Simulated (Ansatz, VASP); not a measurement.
# BiPt3: VASP beside Ansatz

```xyz
4
Lattice="4.1865 0.0000 0.0000 0.0000 4.1865 0.0000 0.0000 0.0000 4.1865" Properties=species:S:1:pos:R:3 pbc="T T T"
Bi    0.0000    0.0000    0.0000
Pt    0.0000    2.0932    2.0932
Pt    2.0932    0.0000    2.0932
Pt    2.0932    2.0932    0.0000
```

The cell comes from a database or a generator and needn't be the stable form of this composition.

Alike in both runs: task single point; functional PBE; k mesh 5 × 5 × 5; occupations methfessel-paxton of order 1, width 0.1 eV; no spin polarisation.

|  | VASP | Ansatz |
| --- | --- | --- |
| version | VASP 6.6.1 | Ansatz 0.2.0 |
| potentials or method | VASP PAW PBE potentials, release 64 (Bi_d, Pt) | plane waves, PAW |
| plane-wave cutoff (eV) | 520 | 420 |
| valence electrons in the cell | 45 | 69 |

```csv
,VASP,Ansatz,Ansatz less VASP
pressure (GPa),-1.4,-1.2,+0.16
```

The two sets of potentials don't hold the same shells in valence.
